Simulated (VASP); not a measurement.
Write the native input for VASP 6.6.1 that does the following.

| Item | Value |
| --- | --- |
| Task | single point |
| Functional | PBE |
| Dispersion | D4 |
| Potentials or basis | VASP PAW PBE potentials, release 64 (Si, H, C, F) |
| Cutoff | 400 eV |
| k mesh | 1 × 1 × 1 |
| Occupations | gaussian, width 0.05 eV |
| Spin | no spin polarisation |
| Further INCAR settings | LREAL = Auto; ALGO = Fast; EDIFF = 1e-07; NBANDS = 160; ISYM = 0 |

The structure of Si48H16CF4 lies in POSCAR:

```
Si48H16CF4                              
1.0
    7.6805938572      7.6805938572      0.0000000000
   -7.6805938572      7.6805938572      0.0000000000
    0.0000000000      0.0000000000     23.4276500000
  Si              H               C               F             
    48    16     1     4
Selective dynamics
Direct
     0.6984717310184224    0.2986960486883050    0.4072519387209604   T   T   T
     0.8185202396993057    0.6801541917807482    0.4108792332640457   T   T   T
     0.0585098700148196    0.9448518706417528    0.4096041016446933   T   T   T
     0.3070506427434069    0.1921908925136740    0.4303090754255487   T   T   T
     0.9659490551164363    0.5363949842226851    0.4408331311473698   T   T   T
     0.2103656266548456    0.7909889996658934    0.4224281977350934   T   T   T
     0.4630354174150627    0.0333410294640384    0.4448284212147353   T   T   T
     0.5506930454098378    0.4460402220504475    0.4184224525603059   T   T   T
     0.8798385758202050    0.3904957060576130    0.3766867597797248   T   T   T
     0.8763737868078760    0.8718876635247219    0.3746453008262493   T   T   T
     0.1359683719425918    0.1261931871247044    0.3749727513531895   T   T   T
     0.3753252205693646    0.3653529483602504    0.3771380739980282   T   T   T
     0.1123876796623552    0.6247029980292108    0.3773683358530779   T   T   T
     0.3765352197978427    0.8915832797640127    0.3784453031608371   T   T   T
     0.6054610396558279    0.1175336974098353    0.3786046368319897   T   T   T
     0.6263935447846106    0.6207103765788825    0.3757599585140717   T   T   T
     0.0005420486999004    0.2524116105281787    0.3226945462145800   T   T   T
     0.0046337018336015    0.7488873490276609    0.3127183640594701   T   T   T
     0.2521274447957494    0.9978241460864983    0.3135568319335241   T   T   T
     0.4990782747411878    0.2496370685965865    0.3149388619759564   T   T   T
     0.2479639591681081    0.4994211495684991    0.3241661989558328   T   T   T
     0.4977009357301421    0.7546989729248038    0.3237705781790738   T   T   T
     0.7446020223590264    0.0021070148753117    0.3224519342712214   T   T   T
     0.7507589115484562    0.4990967418312116    0.3132342068626939   T   T   T
     0.8732842781173709    0.1267205970961532    0.2644172781337620   T   T   T
     0.8761027957538943    0.6255544650078045    0.2572662743438960   T   T   T
     0.1254555604570297    0.8770757559847453    0.2569225910199454   T   T   T
     0.3753175637648179    0.1245333710902804    0.2574150103283459   T   T   T
     0.1259982231034880    0.3751322801853618    0.2631138465120568   T   T   T
     0.3739086231967333    0.6259314680206026    0.2651011413697380   T   T   T
     0.6247632730349242    0.8738345657385723    0.2630388936384725   T   T   T
     0.6221175429517243    0.3754438301472775    0.2582837729450189   T   T   T
     0.7500891583091766    0.2497684490016725    0.2029467815343428   T   T   T
     0.7485990412355568    0.7514623453776319    0.2022962075611958   T   T   T
     0.9967126010932187    0.0033740618141451    0.2028808328921824   T   T   T
     0.2488772583490505    0.2513898530036586    0.2023808125882848   T   T   T
     0.0023630527662040    0.4982746304191930    0.2022189832042054   T   T   T
     0.2516411163412537    0.7484132352757763    0.2027050837899076   T   T   T
     0.5016111449666196    0.9977538414380892    0.2021786862111134   T   T   T
     0.4968047604781258    0.5030330193247941    0.2031296716590774   T   T   T
     0.8750000000000000    0.3750000000000000    0.1455075519999980   F   F   F
     0.8750000000000000    0.8750000000000000    0.1455075519999980   F   F   F
     0.1250000000000000    0.1250000000000000    0.1455075519999980   F   F   F
     0.3750000000000000    0.3750000000000000    0.1455075519999980   F   F   F
     0.1250000000000000    0.6250000000000000    0.1455075519999980   F   F   F
     0.3750000000000000    0.8750000000000000    0.1455075519999980   F   F   F
     0.6250000000000000    0.1250000000000000    0.1455075519999980   F   F   F
     0.6250000000000000    0.6250000000000000    0.1455075519999980   F   F   F
     0.9516281893000027    0.2983718106999973    0.1067115139999970   F   F   F
     0.7983718106999973    0.4516281893000027    0.1067115139999970   F   F   F
     0.9516281893000027    0.7983718106999973    0.1067115139999970   F   F   F
     0.7983718106999973    0.9516281893000027    0.1067115139999970   F   F   F
     0.2016281893000027    0.0483718106999973    0.1067115139999970   F   F   F
     0.0483718106999973    0.2016281893000027    0.1067115139999970   F   F   F
     0.4516281893000027    0.2983718106999973    0.1067115139999970   F   F   F
     0.2983718106999973    0.4516281893000027    0.1067115139999970   F   F   F
     0.2016281893000027    0.5483718106999973    0.1067115139999970   F   F   F
     0.0483718106999973    0.7016281893000027    0.1067115139999970   F   F   F
     0.4516281893000027    0.7983718106999973    0.1067115139999970   F   F   F
     0.2983718106999973    0.9516281893000027    0.1067115139999970   F   F   F
     0.7016281893000027    0.0483718106999973    0.1067115139999970   F   F   F
     0.5483718106999973    0.2016281893000027    0.1067115139999970   F   F   F
     0.7016281893000027    0.5483718106999973    0.1067115139999970   F   F   F
     0.5483718106999973    0.7016281893000027    0.1067115139999970   F   F   F
     0.2413491985373229    0.7566646371942300    0.5031586506962774   T   T   T
     0.3261833134564979    0.6627777834804880    0.5082911991447997   T   T   T
     0.2883841624507680    0.8554352381634285    0.5322344715985694   T   T   T
     0.1384373587773225    0.7196807783421586    0.5325236030739826   T   T   T
     0.2550220122564380    0.2376165461832742    0.4926240258946702   T   T   T
```

The cell was built by a generator and needn't be a form met in nature.

One way to write it, as run:

INCAR

```
SYSTEM = Si48H16CF4
PREC = Accurate
ENCUT = 400
EDIFF = 1E-7
ISMEAR = 0
SIGMA = 0.05
LREAL = Auto
LASPH = .TRUE.
NELM = 60
ALGO = Fast
ISIF = 2
LWAVE = .FALSE.
LCHARG = .FALSE.
GGA = PE
IVDW = 13
NBANDS = 160
ISYM = 0
NCORE = 4
```

KPOINTS

```
Automatic mesh
0
G
  1 1 1
  0 0 0
```

Potentials or basis: VASP PAW PBE potentials, release 64 (Si, H, C, F).

Launch:

```console
$ cat potpaw_PBE.64/Si/POTCAR potpaw_PBE.64/H/POTCAR potpaw_PBE.64/C/POTCAR potpaw_PBE.64/F/POTCAR > POTCAR
$ mpirun -np 8 vasp_gam > vasp.out
```

Results of the run:

```yaml
Largest_force: 0.308 eV/Å
Band_gap_on_the_k_mesh: 0.45 eV, direct
Dispersion_energy_per_atom: -0.201 eV
```

Run time: 57 s on 8 MPI ranks on AMD EPYC 9R45 96-Core Processor (Zen 5), on a shared host, peak memory 0.35 GiB a rank.
